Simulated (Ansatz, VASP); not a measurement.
# GaP: VASP beside Ansatz

Wanted: the spread between two codes on one cell, functional and k mesh. The cell is taken from a series of runs on this material, whose earlier steps may have relaxed, scaled, displaced or heated it; both programs get it as it stands.

Main program and level: Ansatz 0.2.0; plane waves, with VASP 6.6.1 beside it; zone-centre phonons at PBE.

### 1. The starting structure

The structure is cubic, space group F-43m (No. 216). The conventional cell has a = 5.543 Å, b = 5.543 Å, c = 5.543 Å, α = 90.00°, β = 90.00°, γ = 90.00°. P has 4 Ga at 2.40 Å nearest. Ga has 4 P at 2.40 Å nearest. Farther neighbours are not listed.

Structure file:

```xyz
2
Lattice="0.0000 2.7715 2.7715 2.7715 0.0000 2.7715 2.7715 2.7715 0.0000" Properties=species:S:1:pos:R:3 pbc="T T T"
P     4.1572    4.1572    4.1572
Ga    0.0000    0.0000    0.0000
```

### 2. VASP: zone-centre phonons, PBE, pair 1

Second derivatives magnify differences that forces hide, and they need a tight electronic threshold.

Lines of VASP's logs that name or quote its potential files are left out, and so is its time.

Contents of INCAR:

```
SYSTEM = GaP
PREC = Accurate
ENCUT = 500
EDIFF = 1E-08
NELM = 120
ISMEAR = 0
SIGMA = 0.01
LREAL = .FALSE.
ALGO = Normal
GGA = PE
NBANDS = 15
LORBIT = 11
LWAVE = .FALSE.
LCHARG = .FALSE.
ISIF = 2
IBRION = 8
LEPSILON = .TRUE.
LASPH = .TRUE.
GGA_COMPAT = .FALSE.
EFERMI = MIDGAP
KPAR = 2
```

Contents of POSCAR:

```
GaP
1.0
    0.0000000000      2.7714939737      2.7714939737
    2.7714939737      0.0000000000      2.7714939737
    2.7714939737      2.7714939737      0.0000000000
P Ga
1 1
Direct
    0.7500000000      0.7500000000      0.7500000000
    0.0000000000      0.0000000000      0.0000000000
```

Contents of KPOINTS:

```
Automatic mesh
0
Gamma
12 12 12
0 0 0
```

The projector-augmented-wave data sets are P and Ga_d (PBE family, release 64).

On the command line:

```
> mpirun -np 2 vasp_std
```

Numbers of over 12 decimals in the logs are rounded to 6 here.

The log of the run:

```text
[banner, memory and clock lines left out]
running    2 mpi-ranks, on    1 nodes
 distrk:  each k-point on    1 cores,    2 groups
 distr:  one band on    1 cores,    1 groups

 POSCAR found type information on POSCAR P Ga
 POSCAR found :  2 types and       2 ions
 LDA part: xc-table for (Slater+PW92), standard interpolation
 POSCAR, INCAR and KPOINTS ok, starting setup
 FFT: planning ... GRIDC
 FFT: planning ... GRID_SOFT
 FFT: planning ... GRID
 WAVECAR not read
 entering main loop
       N       E                     dE             d eps       ncg     rms          rms(c)
DAV:   1     0.812662651848E+02    0.81266E+02   -0.89802E+03  2224   0.168E+03
DAV:   2    -0.290383610124E+01   -0.84170E+02   -0.80583E+02  2447   0.317E+02
DAV:   3    -0.926770483701E+01   -0.63639E+01   -0.63383E+01  2671   0.690E+01
DAV:   4    -0.937628441998E+01   -0.10858E+00   -0.10854E+00  2681   0.992E+00
DAV:   5    -0.937849348446E+01   -0.22091E-02   -0.22090E-02  2896   0.121E+00    0.402E+00
DAV:   6    -0.914614750683E+01    0.23235E+00   -0.39931E-01  3302   0.105E+01    0.263E+00
DAV:   7    -0.912305554394E+01    0.23092E-01   -0.88888E-02  2867   0.201E+00    0.107E+00
DAV:   8    -0.912342624987E+01   -0.37071E-03   -0.12967E-02  2637   0.144E+00    0.154E-01
DAV:   9    -0.912383091110E+01   -0.40466E-03   -0.13808E-03  2787   0.557E-01    0.881E-02
DAV:  10    -0.912390529402E+01   -0.74383E-04   -0.11379E-04  3226   0.106E-01    0.445E-02
DAV:  11    -0.912398158421E+01   -0.76290E-04   -0.11034E-04  2524   0.926E-02    0.570E-03
DAV:  12    -0.912398110222E+01    0.48200E-06   -0.34338E-06  2714   0.252E-02    0.236E-03
DAV:  13    -0.912398143571E+01   -0.33350E-06   -0.97492E-07  2658   0.877E-03    0.183E-03
DAV:  14    -0.912398145686E+01   -0.21147E-07   -0.43125E-08  2805   0.163E-03    0.147E-03
DAV:  15    -0.912398145894E+01   -0.20846E-08   -0.27388E-09  1948   0.435E-04
   1 F= -.91239815E+01 E0= -.91239815E+01  d E =0.000000E+00
 Linear response reoptimize wavefunctions to high precision
DAV:   1    -0.912398145259E+01    0.63565E-08   -0.22111E-09  2396   0.403E-04
DAV:   2    -0.912398145258E+01    0.63665E-11   -0.25169E-10  1521   0.120E-04
 Linear response G [H, r] |phi>, progress :
  Direction:   1
       N       E                     dE             d eps       ncg     rms
RMM:   1    -0.399145420490E+02   -0.39915E+02    0.17274E+02  2518   0.226E+02
RMM:   2    -0.494389174215E+02   -0.95244E+01   -0.25951E+01  4540   0.335E+01
RMM:   3    -0.497889916128E+02   -0.35007E+00   -0.10011E+00  4460   0.820E+00
RMM:   4    -0.499552562294E+02   -0.16626E+00   -0.55682E-01  4681   0.231E+00
RMM:   5    -0.499076025431E+02    0.47654E-01    0.59966E-02  4705   0.627E-01
RMM:   6    -0.499170007727E+02   -0.93982E-02   -0.22892E-02  4786   0.209E-01
RMM:   7    -0.499145113838E+02    0.24894E-02    0.32194E-03  4804   0.769E-02
RMM:   8    -0.499149011549E+02   -0.38977E-03   -0.50951E-04  4860   0.313E-02
RMM:   9    -0.499148650428E+02    0.36112E-04   -0.10948E-04  4851   0.137E-02
RMM:  10    -0.499148517408E+02    0.13302E-04    0.31116E-05  4792   0.713E-03
RMM:  11    -0.499148521719E+02   -0.43117E-06    0.28520E-05  4296   0.447E-03
RMM:  12    -0.499148575503E+02   -0.53784E-05   -0.24563E-05  3714   0.322E-03
RMM:  13    -0.499148579594E+02   -0.40907E-06   -0.28358E-05  3155   0.281E-03
RMM:  14    -0.499148588619E+02   -0.90250E-06   -0.37343E-05  2741   0.252E-03
RMM:  15    -0.499148591846E+02   -0.32278E-06   -0.40566E-05  2499   0.243E-03
RMM:  16    -0.499148593530E+02   -0.16840E-06   -0.42218E-05  2400   0.235E-03
RMM:  17    -0.499148586659E+02    0.68710E-06   -0.35242E-05  2339   0.234E-03
 Linear response G [H, r] |phi>, progress :
  Direction:   2
       N       E                     dE             d eps       ncg     rms
RMM:   1    -0.392736978286E+02   -0.39274E+02    0.14686E+02  2548   0.226E+02
RMM:   2    -0.512522688417E+02   -0.11979E+02   -0.20726E+01  4531   0.329E+01
RMM:   3    -0.520888582992E+02   -0.83659E+00   -0.96166E-01  4375   0.815E+00
RMM:   4    -0.522556243395E+02   -0.16677E+00   -0.56393E-01  4629   0.237E+00
RMM:   5    -0.522087795132E+02    0.46845E-01    0.57729E-02  4655   0.623E-01
RMM:   6    -0.522180403366E+02   -0.92608E-02   -0.22842E-02  4746   0.205E-01
RMM:   7    -0.522155434927E+02    0.24968E-02    0.32626E-03  4750   0.722E-02
RMM:   8    -0.522159374129E+02   -0.39392E-03   -0.49305E-04  4827   0.294E-02
RMM:   9    -0.522159029498E+02    0.34463E-04   -0.11306E-04  4827   0.129E-02
RMM:  10    -0.522158859303E+02    0.17019E-04    0.65253E-05  4777   0.649E-03
RMM:  11    -0.522158940021E+02   -0.80718E-05   -0.13750E-05  4292   0.369E-03
RMM:  12    -0.522158933547E+02    0.64741E-06   -0.69303E-06  3785   0.253E-03
RMM:  13    -0.522158930604E+02    0.29426E-06   -0.38759E-06  3122   0.203E-03
RMM:  14    -0.522158932485E+02   -0.18807E-06   -0.57309E-06  2662   0.179E-03
[...]
RMM:   6    -0.159692417458E+01   -0.28570E-06   -0.69620E-06  4648   0.138E-02
RMM:   7    -0.159692461269E+01   -0.43811E-06   -0.23906E-06  4623   0.472E-03
RMM:   8    -0.159692446481E+01    0.14788E-06   -0.11780E-08  4584   0.169E-03
RMM:   9    -0.159692449925E+01   -0.34442E-07   -0.18617E-07  4215   0.592E-04
RMM:  10    -0.159692448738E+01    0.11866E-07   -0.48286E-08  3708   0.237E-04
[...]
dielectric tensor                  component  1 :    10.994     2.789     1.572
 Linear response to external field, progress :
  Direction:   2
       N       E                     dE             d eps       ncg     rms          rms(c)
RMM:   1    -0.165148401140E+00   -0.16515E+00    0.48975E+00  9221   0.794E+00
RMM:   2    -0.123408375853E+01   -0.10689E+01   -0.81685E-02 16843   0.177E+00    0.153E+00
RMM:   3    -0.120281439595E+01    0.31269E-01   -0.31364E-02 16967   0.101E+00    0.908E-01
RMM:   4    -0.125142651811E+01   -0.48612E-01   -0.30537E-02 17175   0.994E-01    0.189E-01
RMM:   5    -0.126797381974E+01   -0.16547E-01   -0.18973E-03 17419   0.295E-01    0.409E-02
RMM:   6    -0.127410339110E+01   -0.61296E-02   -0.24976E-04 17687   0.106E-01    0.328E-02
RMM:   7    -0.127490665200E+01   -0.80326E-03   -0.29034E-05 16602   0.430E-02    0.339E-03
RMM:   8    -0.127525830200E+01   -0.35165E-03   -0.55193E-06 18453   0.149E-02    0.181E-03
RMM:   9    -0.127522928355E+01    0.29018E-04    0.12623E-06 17141   0.590E-03    0.613E-04
RMM:  10    -0.127524029733E+01   -0.11014E-04   -0.18100E-07 17874   0.232E-03    0.309E-04
RMM:  11    -0.127522938058E+01    0.10917E-04    0.34979E-07 17516   0.102E-03    0.126E-04
RMM:  12    -0.127522733303E+01    0.20476E-05   -0.67954E-08 16791   0.403E-04    0.581E-05
RMM:  13    -0.127522689820E+01    0.43483E-06    0.12370E-08 10174   0.173E-04    0.106E-05
RMM:  14    -0.127522595571E+01    0.94249E-06    0.38345E-08  7124   0.970E-05    0.502E-06
 change of polarisation eV/A/(eV/A) component  2 :     0.574     2.351     0.362
 dielectric tensor                  component  2 :     2.440    10.994     1.539
 Linear response to external field, progress :
  Direction:   3
       N       E                     dE             d eps       ncg     rms          rms(c)
RMM:   1    -0.165248757379E+00   -0.16525E+00    0.48965E+00  9221   0.794E+00
RMM:   2    -0.123411845580E+01   -0.10689E+01   -0.81426E-02 16829   0.177E+00    0.153E+00
RMM:   3    -0.120282162680E+01    0.31297E-01   -0.31489E-02 16970   0.101E+00    0.908E-01
RMM:   4    -0.125144061843E+01   -0.48619E-01   -0.30417E-02 17170   0.994E-01    0.189E-01
RMM:   5    -0.126788871409E+01   -0.16448E-01   -0.18692E-03 17419   0.295E-01    0.411E-02
RMM:   6    -0.127410828303E+01   -0.62196E-02   -0.25021E-04 17691   0.106E-01    0.329E-02
RMM:   7    -0.127490316430E+01   -0.79488E-03   -0.26640E-05 16606   0.429E-02    0.336E-03
RMM:   8    -0.127526035964E+01   -0.35720E-03   -0.62837E-06 18448   0.149E-02    0.182E-03
RMM:   9    -0.127523068949E+01    0.29670E-04    0.12097E-06 17139   0.587E-03    0.619E-04
RMM:  10    -0.127524015528E+01   -0.94658E-05   -0.20322E-07 17873   0.231E-03    0.310E-04
RMM:  11    -0.127522979745E+01    0.10358E-04    0.41960E-07 17521   0.102E-03    0.130E-04
RMM:  12    -0.127522745829E+01    0.23392E-05   -0.30995E-08 16870   0.404E-04    0.556E-05
RMM:  13    -0.127522709141E+01    0.36688E-06    0.33306E-08 10230   0.173E-04    0.118E-05
RMM:  14    -0.127522616404E+01    0.92737E-06    0.98993E-08  7000   0.960E-05    0.393E-06
 change of polarisation eV/A/(eV/A) component  3 :     0.482     0.544     2.351
 dielectric tensor                  component  3 :     2.048     2.311    10.994
 Linear response DOF=           2
 Linear response progress:
  Degree of freedom:   1/  2
       N       E                     dE             d eps       ncg     rms          rms(c)
RMM:   1    -0.508980310652E-01   -0.50898E-01    0.77883E-03 18989   0.169E+00
RMM:   2    -0.473271272096E-01    0.35709E-02   -0.55855E-03 15353   0.482E-01    0.114E-01
RMM:   3    -0.474156420393E-01   -0.88515E-04   -0.43009E-04 16836   0.152E-01    0.571E-02
RMM:   4    -0.477604316461E-01   -0.34479E-03   -0.82555E-05 16715   0.590E-02    0.111E-02
RMM:   5    -0.477941112528E-01   -0.33680E-04   -0.13885E-05 17721   0.209E-02    0.700E-03
RMM:   6    -0.477758692104E-01    0.18242E-04   -0.16135E-06 16565   0.782E-03    0.382E-03
RMM:   7    -0.477752009711E-01    0.66824E-06    0.20656E-07 17338   0.309E-03    0.420E-04
RMM:   8    -0.477732704758E-01    0.19305E-05    0.43302E-08 17080   0.924E-04    0.173E-04
RMM:   9    -0.477727455925E-01    0.52488E-06    0.40401E-08 17243   0.329E-04    0.370E-05
RMM:  10    -0.477728545985E-01   -0.10901E-06    0.66793E-08 17059   0.127E-04    0.569E-06
RMM:  11    -0.477728931526E-01   -0.38554E-07    0.67846E-08 17190   0.630E-05    0.709E-06
RMM:  12    -0.477728855114E-01    0.76412E-08    0.92129E-08 17376   0.366E-05    0.999E-07
 first order change of Fermi-energy  -0.10317E+01
 force on displaced ion       1 direction 1 :  -8.859   0.000   0.000
 Born effective charge ion    1 direction 1 :  -2.263   0.000   0.000
 Linear response progress:
  Degree of freedom:   2/  2
       N       E                     dE             d eps       ncg     rms          rms(c)
RMM:   1    -0.164073819436E+00   -0.16407E+00    0.74159E-02 10588   0.800E+00
RMM:   2    -0.162805386554E+00    0.12684E-02   -0.25534E-02 16125   0.137E+00    0.502E-02
RMM:   3    -0.163064951083E+00   -0.25956E-03   -0.35272E-03 16975   0.404E-01    0.376E-02
RMM:   4    -0.162860539106E+00    0.20441E-03   -0.13180E-03 17697   0.164E-01    0.129E-02
RMM:   5    -0.162837711622E+00    0.22827E-04   -0.10505E-04 17949   0.441E-02    0.482E-03
RMM:   6    -0.162842644712E+00   -0.49331E-05   -0.41063E-05 17305   0.165E-02    0.849E-04
RMM:   7    -0.162847269484E+00   -0.46248E-05   -0.22758E-05 17602   0.682E-03    0.143E-04
RMM:   8    -0.162845920363E+00    0.13491E-05   -0.11937E-05 17812   0.285E-03    0.520E-05
RMM:   9    -0.162845067724E+00    0.85264E-06   -0.53992E-06 17402   0.119E-03    0.182E-05
RMM:  10    -0.162844899243E+00    0.16848E-06   -0.23911E-06 17973   0.561E-04    0.113E-05
RMM:  11    -0.162844780065E+00    0.11918E-06   -0.96562E-07 17471   0.267E-04    0.582E-06
RMM:  12    -0.162844745777E+00    0.34288E-07   -0.65195E-07 17756   0.144E-04    0.138E-06
RMM:  13    -0.162844707108E+00    0.38669E-07   -0.37220E-07 17802   0.842E-05    0.231E-06
RMM:  14    -0.162844690620E+00    0.16488E-07   -0.18933E-07 17060   0.561E-05    0.166E-06
RMM:  15    -0.162844681670E+00    0.89507E-08   -0.70744E-08 14108   0.435E-05    0.786E-07
 first order change of Fermi-energy   0.10320E+01
 force on displaced ion       2 direction 1 :  -8.877   0.000   0.000
 Born effective charge ion    2 direction 1 :   2.249   0.000   0.000
 Born effective charges drift removed
 Linear response finished
```

From OUTCAR (step 2):

```text
ion  position               nearest neighbor table
   1  0.750  0.750  0.750-   2 2.40   2 2.40   2 2.40   2 2.40
   2  0.000  0.000  0.000-   1 2.40   1 2.40   1 2.40   1 2.40

  LATTYP: Found a face centered cubic cell.
 ALAT       =     5.5429879474

 Subroutine GETGRP returns: Found 24 space group operations
 (whereof 24 operations were pure point group operations)

The static configuration has the point symmetry T_d .

 Found     72 irreducible k-points:

   k-points           NKPTS =     72   k-points in BZ     NKDIM =     72   number of bands    NBANDS=     15

   dimension x,y,z NGX =    30 NGY =   30 NGZ =   30
   dimension x,y,z NGXF=    60 NGYF=   60 NGZF=   60

   ENCUT  =  500.0 eV  36.75 Ry    6.06 a.u.   7.15  7.15  7.15*2*pi/ulx,y,z

   NELECT =      18.0000    total number of electrons

 k-points in reciprocal lattice and weights: Automatic mesh
   0.00000000  0.00000000  0.00000000       0.001
   0.08333333  0.00000000  0.00000000       0.005
   0.16666667  0.00000000  0.00000000       0.005
   0.25000000  0.00000000  0.00000000       0.005
   0.33333333  0.00000000  0.00000000       0.005
   0.41666667  0.00000000  0.00000000       0.005
   0.50000000  0.00000000  0.00000000       0.002
   0.08333333  0.08333333  0.00000000       0.003
   0.16666667  0.08333333  0.00000000       0.014
[...]
-0.33333333  0.50000000  0.16666667       0.007
  -0.25000000  0.50000000  0.25000000       0.003

 average (electrostatic) potential at core
       1 -83.8787       2 -65.8369

  Total       -0.3911965     -0.3911965     -0.3911965      0.0000000      0.0000000      0.0000000
  in kB      -14.7208793    -14.7208793    -14.7208793      0.0000000      0.0000000      0.0000000
  external PRESSURE =     -14.7208793 kB  Pullay stress =       0.0000000 kB

  energy-cutoff  :      500.00
  volume of cell :       42.58
      direct lattice vectors                 reciprocal lattice vectors
     0.000000000  2.771493974  2.771493974    -0.180408114  0.180408114  0.180408114
     2.771493974  0.000000000  2.771493974     0.180408114 -0.180408114  0.180408114
     2.771493974  2.771493974  0.000000000     0.180408114  0.180408114 -0.180408114

 POSITION                                       TOTAL-FORCE (eV/Angst)
 -----------------------------------------------------------------------------------
      4.15724      4.15724      4.15724        -0.000000      0.000000     -0.000000
      0.00000      0.00000      0.00000         0.000000     -0.000000      0.000000
 -----------------------------------------------------------------------------------
    total drift:                                0.000000      0.000000      0.000000

 MACROSCOPIC STATIC DIELECTRIC TENSOR (including local field effects in DFT)
 ------------------------------------------------------
          10.993889     0.000000     0.000000
           0.000000    10.993889    -0.000000
           0.000000     0.000000    10.993889
 ------------------------------------------------------

 PIEZOELECTRIC TENSOR (including local field effects)  for field in x, y, z        (C/m^2)
          XX          YY          ZZ          XY          YZ          ZX
  --------------------------------------------------------------------------------
  x     0.00000    -0.00000     0.00000     0.00000     0.82227     0.00000
  y     0.00000     0.00000    -0.00000     0.00000     0.00000     0.82227
  z     0.00000     0.00000     0.00000     0.82227     0.00000     0.00000

 BORN EFFECTIVE CHARGES (including local field effects) (in |e|, cummulative output)
 ---------------------------------------------------------------------------------
 ion    1
    1    -2.25850     0.00000     0.00000
    2     0.00000    -2.25850     0.00000
    3     0.00000     0.00000    -2.25850
 ion    2
    1     2.25850     0.00000     0.00000
    2     0.00000     2.25850     0.00000
    3     0.00000     0.00000     2.25850

 Eigenvectors and eigenvalues of the dynamical matrix
 ----------------------------------------------------

   1 f  =   10.050784 THz    63.150940 2PiTHz  335.258074 cm-1    41.566685 meV
             X         Y         Z           dx          dy          dz
      4.157241  4.157241  4.157241     0.000000    0.831857    0.000000
      0.000000  0.000000  0.000000     0.000000   -0.554990    0.000000

   2 f  =   10.050784 THz    63.150940 2PiTHz  335.258074 cm-1    41.566685 meV
             X         Y         Z           dx          dy          dz
      4.157241  4.157241  4.157241     0.831857    0.000000    0.000000
      0.000000  0.000000  0.000000    -0.554990    0.000000    0.000000

   3 f  =   10.050784 THz    63.150940 2PiTHz  335.258074 cm-1    41.566685 meV
             X         Y         Z           dx          dy          dz
      4.157241  4.157241  4.157241     0.000000    0.000000    0.831857
      0.000000  0.000000  0.000000     0.000000    0.000000   -0.554990

   4 f/i=    0.004550 THz     0.028588 2PiTHz    0.151767 cm-1     0.018817 meV
             X         Y         Z           dx          dy          dz
      4.157241  4.157241  4.157241    -0.554990    0.000000    0.000000
      0.000000  0.000000  0.000000    -0.831857    0.000000    0.000000

   5 f/i=    0.004550 THz     0.028588 2PiTHz    0.151767 cm-1     0.018817 meV
             X         Y         Z           dx          dy          dz
      4.157241  4.157241  4.157241     0.000000   -0.554990    0.000000
      0.000000  0.000000  0.000000     0.000000   -0.831857    0.000000

   6 f/i=    0.004550 THz     0.028588 2PiTHz    0.151767 cm-1     0.018817 meV
             X         Y         Z           dx          dy          dz
      4.157241  4.157241  4.157241     0.000000    0.000000   -0.554990
      0.000000  0.000000  0.000000     0.000000    0.000000   -0.831857

 MACROSCOPIC STATIC DIELECTRIC TENSOR IONIC CONTRIBUTION
 ------------------------------------------------------
           2.444651    -0.000000    -0.000000
          -0.000000     2.444651     0.000000
          -0.000000     0.000000     2.444651
 ------------------------------------------------------

 ELASTIC MODULI CONTR FROM IONIC RELAXATION (kBar)
 Direction    XX          YY          ZZ          XY          YZ          ZX
 --------------------------------------------------------------------------------
 XX          -0.0000      0.0000      0.0000     -0.0000      0.0000      0.0000
 YY           0.0000     -0.0000      0.0000     -0.0000     -0.0000      0.0000
 ZZ           0.0000      0.0000     -0.0000      0.0000     -0.0000      0.0000
 XY          -0.0000     -0.0000      0.0000   -131.2475      0.0000     -0.0000
 YZ           0.0000     -0.0000     -0.0000      0.0000   -131.2475      0.0000
 ZX           0.0000      0.0000      0.0000     -0.0000      0.0000   -131.2475
 --------------------------------------------------------------------------------

 PIEZOELECTRIC TENSOR IONIC CONTR  for field in x, y, z        (C/m^2)
          XX          YY          ZZ          XY          YZ          ZX
  --------------------------------------------------------------------------------
  x     0.00000    -0.00000    -0.00000     0.00000    -0.53300     0.00000
  y     0.00000     0.00000     0.00000    -0.00000     0.00000    -0.53300
  z    -0.00000    -0.00000     0.00000    -0.53300     0.00000    -0.00000
```

Energies printed during the response cycles are not total energies of the cell. The dielectric response converges more slowly with the mesh than energies do, so tensor and charges may still move on a finer one.

[end of part 1 of 2]

[Lines on the potential files, build, host, timing and source positions are cut from VASP's logs without a mark.]

[Logs are printed without paths, hosts, clocks, repeated set-up lines and the standing remarks that a program may print on its own settings, such as how far it seeks lower states.]

[Hosts, paths, dates, database ids (printed as entryN), source tags and the programs' standing remarks are cut or masked in the printed files.]
